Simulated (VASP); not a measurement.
VASP input:

File POSCAR:
```
InSb
1
    0.0000000000     3.2350000000     3.2350000000
    3.2350000000     0.0000000000     3.2350000000
    3.2350000000     3.2350000000     0.0000000000
Sb In
1 1
Direct
  0.2500000000   0.2500000000   0.2500000000
  0.0000000000   0.0000000000   0.0000000000
```

### KPOINTS
```
Automatic mesh
0
Gamma
9 9 9
0 0 0
```

INCAR:
```
SYSTEM = InSb
PREC = Accurate; ENCUT = 400; LREAL = .FALSE.
LASPH = .TRUE.
EDIFF = 1E-6; NELM = 100; ALGO = Normal
LMAXMIX = 4
ISMEAR = 1; SIGMA = 0.1
GGA = PS
IBRION = 2; NSW = 60; ISIF = 3
EDIFFG = -0.01
LWAVE = .FALSE.; LCHARG = .FALSE.
```

POTCAR, in this order: Sb In_d (PBE.64 set). Program: vasp_std.

Question: Write an equivalent input for Quantum ESPRESSO's pw.x.

Answer: One equivalent input (not run):
```
&CONTROL
  calculation = 'vc-relax'
  pseudo_dir = './pseudo'
  outdir = './out'
  tprnfor = .true.
  tstress = .true.
  nstep = 60
  forc_conv_thr = 0.00039
/
&SYSTEM
  ibrav = 0
  nat = 2
  ntyp = 2
  ecutwfc = 80
  occupations = 'smearing'
  smearing = 'methfessel-paxton'
  degauss = 0.00735
  input_dft = 'pbesol'
/
&ELECTRONS
  conv_thr = 7.3e-08
  electron_maxstep = 100
/
&IONS
/
&CELL
/
ATOMIC_SPECIES
  Sb 121.760 Sb.upf
  In 114.818 In.upf
CELL_PARAMETERS angstrom
     0.0000000    3.2350000    3.2350000
     3.2350000    0.0000000    3.2350000
     3.2350000    3.2350000    0.0000000
ATOMIC_POSITIONS crystal
  Sb   0.2500000  0.2500000  0.2500000
  In   0.0000000  0.0000000  0.0000000
K_POINTS automatic
  9 9 9 0 0 0
```
Limits of the translation: the potentials are each code's own (VASP's PAW set, PseudoDojo norm-conserving files in pw.x), so ENCUT and ecutwfc are chosen apart and not converted; conv_thr bounds pw.x's estimated SCF error, while EDIFF bounds the energy change between steps; forc_conv_thr acts on force components and is met together with etot_conv_thr.

The structure comes from a measured InSb entry (F-43m) of the Crystallography Open Database, whose conditions weren't checked. This run relaxes it. Symmetry was kept, so distortions that lower it aren't found.
